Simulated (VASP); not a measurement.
```yaml
crystal:
  lattice:
    - [0.00000, 3.57237, 3.57237]
    - [3.57237, 0.00000, 3.57237]
    - [3.57237, 3.57237, 0.00000]
  atoms:
    - { symbol: Sr, position: [0.00000, 0.00000, 0.00000] }
    - { symbol: Cl, position: [0.25000, 0.25000, 0.25000] }
    - { symbol: Cl, position: [0.75000, 0.75000, 0.75000] }
```

Computed with PBE GGA, VASP's PBE PAW potentials (set 64) (plane waves; VASP). Numerical set-up: 480 eV cut-off, 6×6×6 Γ-centred mesh, Gaussian smearing of 0.050 eV, potentials Sr_sv Cl.

Question: Give the stress tensor in GPa (positive for a compressed cell).

Answer: 
```
-1.31   0.00   0.00
 0.00  -1.31   0.00
 0.00   0.00  -1.31
```
The pressure is its mean diagonal, -1.31 GPa.

The compound is SrCl2 in the fluorite structure. This cell was strained or had an atom moved on purpose.
